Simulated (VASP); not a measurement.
Output of a VASP run:

OSZICAR:
```
       N       E                     dE             d eps       ncg     rms          rms(c)
DAV:   1     0.409346755424E+02    0.40935E+02   -0.52216E+03  2208   0.102E+03
DAV:   2    -0.139089958248E+01   -0.42326E+02   -0.40735E+02  2243   0.183E+02
DAV:   3    -0.179085478197E+01   -0.39996E+00   -0.39000E+00  2590   0.208E+01
DAV:   4    -0.179305616103E+01   -0.22014E-02   -0.22013E-02  2522   0.142E+00
DAV:   5    -0.179309044445E+01   -0.34283E-04   -0.34284E-04  2581   0.156E-01    0.423E+00
DAV:   6    -0.165314687116E+01    0.13994E+00   -0.85389E-01  2201   0.809E+00    0.214E+00
DAV:   7    -0.164931001054E+01    0.38369E-02   -0.36965E-03  2299   0.884E-01    0.122E+00
DAV:   8    -0.164765454973E+01    0.16555E-02   -0.11888E-03  2272   0.374E-01    0.232E-02
DAV:   9    -0.164768663459E+01   -0.32085E-04   -0.42093E-05  2701   0.675E-02    0.123E-02
DAV:  10    -0.164769455024E+01   -0.79156E-05   -0.21852E-05  2221   0.509E-02    0.206E-03
DAV:  11    -0.164769465330E+01   -0.10305E-06   -0.54239E-07  2540   0.726E-03    0.211E-03
DAV:  12    -0.164769486392E+01   -0.21062E-06   -0.13449E-07  2219   0.364E-03    0.156E-04
DAV:  13    -0.164769490677E+01   -0.42849E-07   -0.58006E-09  1182   0.857E-04
   1 F= -.16476949E+01 E0= -.16478482E+01  d E =0.459825E-03
```

File OUTCAR:
```
------------------------ aborting loop because EDIFF is reached ----------------------------------------
  FORCE on cell =-STRESS in cart. coord.  units (eV):
  Direction    XX          YY          ZZ          XY          YZ          ZX
  --------------------------------------------------------------------------------------
  Total       -0.3903193     -0.3903193     -0.3903193      0.0000000     -0.0000000     -0.0000000
  in kB      -35.7441230    -35.7441230    -35.7441230      0.0000000     -0.0000000     -0.0000000
  external PRESSURE =     -35.7441230 kB  Pullay stress =       0.0000000 kB
  volume of cell :       17.50
      direct lattice vectors                 reciprocal lattice vectors
     0.000000000  2.060465371  2.060465371    -0.242663627  0.242663627  0.242663627
     2.060465371  0.000000000  2.060465371     0.242663627 -0.242663627  0.242663627
     2.060465371  2.060465371  0.000000000     0.242663627  0.242663627 -0.242663627
 POSITION                                       TOTAL-FORCE (eV/Angst)
 -----------------------------------------------------------------------------------
      0.00000      0.00000      0.00000        -0.000000      0.000000     -0.000000
 -----------------------------------------------------------------------------------
    total drift:                               -0.000000     -0.000000     -0.000000
  FREE ENERGIE OF THE ION-ELECTRON SYSTEM (eV)
  ---------------------------------------------------
  free  energy   TOTEN  =        -1.6476949068 eV

  energy  without entropy=       -1.6481547313  energy(sigma->0) =       -1.64784818
```
(Selected blocks of OUTCAR.)

POSCAR:
```
Pd
1
    0.0000000000     2.0604653707     2.0604653707
    2.0604653707     0.0000000000     2.0604653707
    2.0604653707     2.0604653707     0.0000000000
Pd
1
Direct
  0.0000000000   0.0000000000   0.0000000000
```

Write an INCAR and KPOINTS that could have produced this output.

One answer among several that fit: the input of the run itself, vdW-DF2, plane waves, VASP's PBE PAW potentials (set 64).

### KPOINTS
```
kpoints
0
gamma
15 15 15
0 0 0
```

### INCAR
```
SYSTEM = Pd
PREC = Accurate; ENCUT = 520; LREAL = .FALSE.
LASPH = .TRUE.
EDIFF = 1E-7; NELM = 100; ALGO = Normal
LMAXMIX = 4
ISMEAR = 1; SIGMA = 0.1
GGA = ML; LUSE_VDW = .TRUE.; AGGAC = 0.0
ZAB_VDW = -1.8867
ISIF = 2
LWAVE = .FALSE.; LCHARG = .FALSE.
```

POTCAR, in this order: Pd (PBE.64 set). Program: vasp_std.

The compound is Pd in the fcc structure. This cell is one point of a volume scan, at 1.03 of the reference volume.
